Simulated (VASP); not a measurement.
Level of theory: PBE GGA with D3 dispersion (Becke-Johnson damping), VASP's PBE PAW potentials (set 64) (plane waves; VASP).

VASP ran on this input.

INCAR:
```
SYSTEM = InSb
PREC = Accurate
ENCUT = 520
EDIFF = 1E-7
NELM = 100
ALGO = Normal
LREAL = .FALSE.
LASPH = .TRUE.
ISMEAR = -5
GGA = PE
IVDW = 12
LMAXMIX = 4
LWAVE = .FALSE.
LCHARG = .TRUE.
LORBIT = 11
NEDOS = 601
ISIF = 2
```

File KPOINTS:
```
Automatic mesh
0
Gamma
11 11 11
0 0 0
```

**POSCAR**
```
InSb
1
    0.0000000000     3.2712328198     3.2712328198
    3.2712328198     0.0000000000     3.2712328198
    3.2712328198     3.2712328198     0.0000000000
In Sb
1 1
Direct
  1.0000000000   0.0000000000   0.0000000000
  0.2500000000   0.2500000000   0.2500000000
```

POTCAR, in this order: In_d Sb (PBE.64 set). Program: vasp_std.

Unless said otherwise, spin-orbit coupling is left out, though it shifts the bands of the heavy elements here.

Task: What does the run give for the energy per atom (σ→0), dispersion energy, band gap (on the k-mesh)?

Result: 
| Quantity | Result |
|---|---|
| energy per atom (σ→0) | -3.790 eV/atom |
| dispersion energy | -0.643 eV |
| band gap (on the k-mesh) | none (metal, semimetal or under 0.01 eV) |

OSZICAR:
```
...
DAV:   8    -0.693642939456E+01   -0.10305E-02   -0.77751E-03  1834   0.119E+00    0.252E-01
DAV:   9    -0.693704891712E+01   -0.61952E-03   -0.89940E-04  1641   0.295E-01    0.769E-02
DAV:  10    -0.693712808678E+01   -0.79170E-04   -0.65188E-05  1863   0.635E-02    0.336E-02
DAV:  11    -0.693717133876E+01   -0.43252E-04   -0.78818E-05  1531   0.667E-02    0.200E-02
DAV:  12    -0.693717219429E+01   -0.85553E-06   -0.11671E-06  1791   0.834E-03    0.524E-03
DAV:  13    -0.693717275973E+01   -0.56544E-06   -0.17899E-06  1526   0.112E-02    0.282E-03
DAV:  14    -0.693717268677E+01    0.72958E-07   -0.31239E-08  1403   0.134E-03
   1 F= -.75801123E+01 E0= -.75801123E+01  d E =0.000000E+00
```

The compound is InSb in the zinc blende structure. It was relaxed first.
